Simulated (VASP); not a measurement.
## Lattice vibrations of LuH2

Wanted: whether LuH2 is dynamically stable, and its vibrational spectrum. The start is a cell from a database of measured crystal structures.

Main program and level: VASP 6.6.1; PBEsol, 4f electrons in the core; plane waves and PAW (Lu_3, H).

Most raw output is cut from this account.

## Step 1: Starting point

The structure is cubic, space group Fm-3m (No. 225). The conventional cell has a = 5.033 Å, b = 5.033 Å, c = 5.033 Å, α = 90.00°, β = 90.00°, γ = 90.00°. Nearest to Lu lie 8 H at 2.18 Å. Nearest to H lie 4 Lu at 2.18 Å. Farther neighbours are not listed.

## Step 2: Relax the host

Cell and atoms are relaxed first, so that later runs start from this functional's own cell.

Input file INCAR:

```
SYSTEM = LuH2
PREC = Accurate
ENCUT = 350
EDIFF = 1E-06
NELM = 120
ISMEAR = 0
SIGMA = 0.05
LREAL = .FALSE.
ALGO = Normal
GGA = PS
NBANDS = 11
LORBIT = 11
LWAVE = .FALSE.
LCHARG = .FALSE.
KPAR = 4
IBRION = 2
NSW = 40
ISIF = 3
EDIFFG = -0.02
POTIM = 0.4
```

Input file POSCAR:

```
LuH2
1.0
    0.0000000000      2.5165000000      2.5165000000
    2.5165000000      0.0000000000      2.5165000000
    2.5165000000      2.5165000000      0.0000000000
Lu H
1 2
Direct
    0.0000000000      0.0000000000      0.0000000000
    0.7500000000      0.7500000000      0.7500000000
    0.2500000000      0.2500000000      0.2500000000
```

Input file KPOINTS:

```
Automatic mesh
0
Gamma
7 7 7
0 0 0
```

The projector-augmented-wave data sets are Lu_3 and H (PBE family, release 64).

On the command line:

```sh
$ mpirun -np 4 vasp_std
```

It took 7.8 s on 4 MPI ranks of AMD EPYC 7R43, shared host; peak memory 0.42 GiB.

The data set Lu_3 holds the 4f electrons frozen in the core, so no f bands or f moments appear. This run has no spin polarisation. Its electron count is odd, so without a moment it is a metal by construction. The k-mesh is coarse for a metal. The PAW data sets were made with PBE, which is usual practice but a small mismatch for other functionals. The run keeps the 48 symmetry operations of its start, so it cannot find a distortion of lower symmetry.

Relaxation path:

```
step  energy less that of the first step (eV)  largest force (eV/Å)  pressure (GPa)  volume (Å³)
   1                                   0.0000                0.0000           -4.80        31.87
   2                                  -0.0228                0.0000           -1.39        30.71
   3                                  -0.0246                0.0000           -0.06        30.31
```

```
conventional cell, symmetrised  before  after  change
                         a (Å)   5.033  4.949  -1.7 %
                         b (Å)   5.033  4.949  -1.7 %
                         c (Å)   5.033  4.949  -1.7 %
              volume (Å³/atom)   10.62  10.10  -4.9 %
```

Final coordinates:

```
Lu H
1.0
     0.00000    2.47464    2.47464
     2.47464    0.00000    2.47464
     2.47464    2.47464    0.00000
Lu H
1 2
Direct
  0.00000 0.00000 0.00000
  0.75000 0.75000 0.75000
  0.25000 0.25000 0.25000
```

This step gave:

```
electronic cycles                               : 25
electrons                                       : 11
free energy (TOTEN)                             : -13.71 eV
energy at zero smearing                         : -13.71 eV
Fermi energy                                    : 2.982 eV
pressure                                        : -0.05609 GPa
labelled metallic, from the levels on this mesh : yes
```

The run ended after 3 ionic steps, 0.025 eV below its first step, once forces and stress met EDIFFG = -0.02.

## Step 3: Tight relaxation

Force constants are second derivatives, so residual forces and stress must first be far smaller than in an ordinary relaxation. Smearing and mesh differ from the relaxation before, which can move the cell too.

Input file INCAR:

```
SYSTEM = LuH2
PREC = Accurate
ENCUT = 350
EDIFF = 1E-08
NELM = 120
ISMEAR = 1
SIGMA = 0.2
LREAL = .FALSE.
ALGO = Fast
GGA = PS
NBANDS = 11
LORBIT = 11
LWAVE = .FALSE.
LCHARG = .FALSE.
KPAR = 4
IBRION = 1
NSW = 30
ISIF = 3
EDIFFG = -0.002
POTIM = 0.4
```

Input file POSCAR:

```
LuH2
1.0
    0.0000000000      2.4746395541      2.4746395541
    2.4746395541      0.0000000000      2.4746395541
    2.4746395541      2.4746395541      0.0000000000
Lu H
1 2
Direct
    0.0000000000      0.0000000000      0.0000000000
    0.7500000000      0.7500000000      0.7500000000
    0.2500000000      0.2500000000      0.2500000000
```

Input file KPOINTS:

```
Automatic mesh
0
Gamma
11 11 11
0 0 0
```

On the command line:

```sh
$ mpirun -np 4 vasp_std
```

Run time: 9.6 s. Hardware: 4 MPI ranks; peak memory 0.46 GiB; 35 s of CPU time.

Little changed from the start: no atom moved by 0.005 Å and no cell edge by 0.1 %.

Numbers from this step:

| Property | Result |
| --- | --- |
| electronic cycles | 24 |
| free energy (TOTEN) | -13.68 eV |
| energy at zero smearing | -13.68 eV |
| Fermi energy | 3.195 eV |
| pressure | -0.003653 GPa |

The run ended after 2 ionic steps, 0.000 eV below its first step, once forces and stress met EDIFFG = -0.002.

## Step 4: Force constants in the supercell

System of this step: LuH2. Symmetry: Fm-3m, No. 225, cubic system. The conventional cell has a = 4.948 Å, b = 4.948 Å, c = 4.948 Å, α = 90.00°, β = 90.00°, γ = 90.00°. Lu has 8 H at 2.14 Å nearest. Nearest to H lie 4 Lu at 2.14 Å. Farther neighbours are not listed.

Each independent atom is moved by 0.015 Å both ways; the forces give the force constants out to half the supercell.

Input file INCAR:

```
SYSTEM = LuH2
PREC = Accurate
ENCUT = 350
EDIFF = 1E-07
NELM = 120
ISMEAR = 1
SIGMA = 0.2
LREAL = .FALSE.
ALGO = Fast
GGA = PS
NBANDS = 68
LWAVE = .FALSE.
LCHARG = .FALSE.
KPAR = 4
IBRION = 6
NSW = 1
NFREE = 2
POTIM = 0.015
ISIF = 0
ADDGRID = .TRUE.
```

Input file POSCAR:

```
LuH2
1.0
    0.0000000000      4.9483791402      4.9483791402
    4.9483791402      0.0000000000      4.9483791402
    4.9483791402      4.9483791402      0.0000000000
Lu H
8 16
Direct
    0.0000000000      0.0000000000      0.0000000000
    0.0000000000      0.0000000000      0.5000000000
    0.0000000000      0.5000000000      0.0000000000
    0.0000000000      0.5000000000      0.5000000000
    0.5000000000      0.0000000000      0.0000000000
    0.5000000000      0.0000000000      0.5000000000
    0.5000000000      0.5000000000      0.0000000000
    0.5000000000      0.5000000000      0.5000000000
    0.3750000000      0.3750000000      0.3750000000
    0.3750000000      0.3750000000      0.8750000000
    0.3750000000      0.8750000000      0.3750000000
    0.3750000000      0.8750000000      0.8750000000
    0.8750000000      0.3750000000      0.3750000000
    0.8750000000      0.3750000000      0.8750000000
    0.8750000000      0.8750000000      0.3750000000
    0.8750000000      0.8750000000      0.8750000000
    0.1250000000      0.1250000000      0.1250000000
    0.1250000000      0.1250000000      0.6250000000
    0.1250000000      0.6250000000      0.1250000000
    0.1250000000      0.6250000000      0.6250000000
    0.6250000000      0.1250000000      0.1250000000
    0.6250000000      0.1250000000      0.6250000000
    0.6250000000      0.6250000000      0.1250000000
    0.6250000000      0.6250000000      0.6250000000
```

Input file KPOINTS:

```
Automatic mesh
0
Gamma
5 5 5
0 0 0
```

On the command line:

```sh
$ mpirun -np 4 vasp_std
```

The job ended after 9.3 min (4 MPI ranks; peak memory 2.4 GiB).

The last energy, forces, stress and levels in OUTCAR belong to the last displaced cell, not to the cell of POSCAR.

This step gave:

```
electrons          : 88
lowest frequency   : -1.68e-5 cm⁻¹
highest frequency  : 1233 cm⁻¹
dynamically stable : yes
zero point energy  : 146.6 meV/atom
heat capacity 300  : 10.33 J/K/mol of atoms
entropy 300        : 14.30 J/K/mol of atoms
```

No long-range dipole term. Phonon branches along the path, in cm⁻¹:

```
          point  branch 1  branch 2  branch 3  branch 4  branch 5  branch 6  branch 7  branch 8  branch 9
              Γ         0         0         0      1025      1025      1025      1233      1233      1233
0.53 of the way        91        91       127      1070      1070      1134      1134      1181      1181
              X       120       120       166      1052      1110      1110      1141      1141      1221
0.47 of the way       117       124       159      1059      1102      1113      1136      1150      1210
              W       114       140       140      1079      1079      1123      1123      1179      1180
0.47 of the way       114       132       147      1069      1092      1118      1130      1162      1193
              K       114       127       150      1064      1104      1111      1140      1145      1200
0.53 of the way        77        86       113      1057      1084      1092      1163      1174      1193
              Γ         0         0         0      1025      1025      1025      1233      1233      1233
0.53 of the way        71        71       112      1065      1065      1073      1182      1182      1193
              L        90        90       136      1066      1066      1083      1167      1167      1187
0.47 of the way       100       111       138      1075      1082      1094      1155      1164      1178
              U       114       127       150      1064      1104      1111      1140      1145      1200
0.47 of the way       114       131       148      1068      1094      1117      1131      1160      1194
              W       114       140       140      1079      1079      1123      1123      1179      1180
0.47 of the way       105       121       138      1082      1082      1102      1145      1169      1173
              L        90        90       136      1066      1066      1083      1167      1167      1187
0.53 of the way       103       115       138      1075      1086      1097      1152      1161      1179
              K       114       127       150      1064      1104      1111      1140      1145      1200
      jump to U       114       127       150      1064      1104      1111      1140      1145      1200
0.47 of the way       118       122       161      1056      1107      1110      1141      1143      1214
              X       120       120       166      1052      1110      1110      1141      1141      1221
```

The phonon density of states has structure finer than the step of the table below, so its rows give means over 50 cm⁻¹, whole bins alone (the curve runs from -116 to 1355 cm⁻¹). Peaks (cm⁻¹: height): 112.2: 0.0587, 134.3: 0.0428, 1075.8: 0.0606, 1164.1: 0.0645, 1178.8: 0.0677.

Table of phonon density of states by frequency; means over each step:

```
frequency (cm⁻¹)  phonon density of states (states/cm⁻¹/cell)
             -50                                            0
               0                                       1.1e-4
              50                                      0.00417
             100                                       0.0360
             150                                       0.0188
             200                                            0
             250                                            0
             300                                            0
             350                                            0
             400                                            0
             450                                            0
             500                                            0
             550                                            0
             600                                            0
             650                                            0
             700                                            0
             750                                            0
             800                                            0
             850                                            0
             900                                            0
             950                                            0
            1000                                       2.1e-5
            1050                                       0.0190
            1100                                       0.0405
            1150                                       0.0395
            1200                                       0.0217
            1250                                       3.6e-4
            1300                                            0
```

Heat capacity at constant volume against temperature:

temperature (K), heat capacity at constant volume (J/K/mol of atoms) and a bar:
```
        0        0.0 
       25        0.8 #
       75        5.7 ########
      100        6.7 #########
      150        7.6 ##########
      175        7.9 ###########
      200        8.2 ###########
      250        9.1 #############
      275        9.7 #############
      300       10.3 ##############
      350       11.7 ################
      375       12.4 #################
      425       13.8 ###################
      450       14.4 ####################
      475       15.1 #####################
      525       16.2 ######################
      550       16.7 #######################
      575       17.2 ########################
      625       18.0 #########################
      650       18.4 #########################
      700       19.1 ##########################
      725       19.4 ###########################
      750       19.7 ###########################
      800       20.2 ############################
      825       20.5 ############################
      850       20.7 #############################
      900       21.1 #############################
      925       21.2 #############################
      975       21.6 ##############################
     1000       21.7 ##############################
```

The vibrational entropy by temperature:

```
temperature (K)  vibrational entropy (J/K/mol of atoms)
              0                                       0
             25                                   0.229
             50                                    1.72
             75                                    3.66
            100                                    5.45
            125                                    7.01
            150                                    8.36
            200                                    10.6
            225                                    11.6
            250                                    12.5
            275                                    13.4
            300                                    14.3
            325                                    15.2
            350                                    16.0
            375                                    16.8
            400                                    17.7
            425                                    18.5
            450                                    19.3
            475                                    20.1
            525                                    21.6
            550                                    22.4
            575                                    23.2
            600                                    23.9
            625                                    24.6
            650                                    25.3
            675                                    26.0
            700                                    26.7
            725                                    27.4
            750                                    28.1
            775                                    28.7
            800                                    29.4
            850                                    30.6
            875                                    31.2
            900                                    31.8
            925                                    32.4
            950                                    32.9
            975                                    33.5
           1000                                    34.0
```

## Step 5: Summary of results

```json
{
 "highest frequency": "1233 cm⁻¹",
 "lowest frequency": "-1.7e-5 cm⁻¹",
 "zero point energy": "147 meV/atom",
 "heat capacity 300": "10.3 J/K/mol of atoms",
 "entropy 300": "14.3 J/K/mol of atoms"
}
```

The spectrum reaches 1233 cm⁻¹, and its lowest point lies at 0 cm⁻¹. No mode is imaginary, so the structure is a local minimum as far as this supercell can tell. Frequencies between the wave vectors that fit the supercell are interpolated.

[Lines on the potential files, build, host, timing and source positions are cut from VASP's logs without a mark.]

[Logs are printed without paths, hosts, clocks, repeated set-up lines and the standing remarks that a program may print on its own settings, such as how far it seeks lower states.]

[Hosts, paths, dates, database ids (printed as entryN), source tags and the programs' standing remarks are cut or masked in the printed files.]

[Runs that stopped without an error message from VASP are left out.]
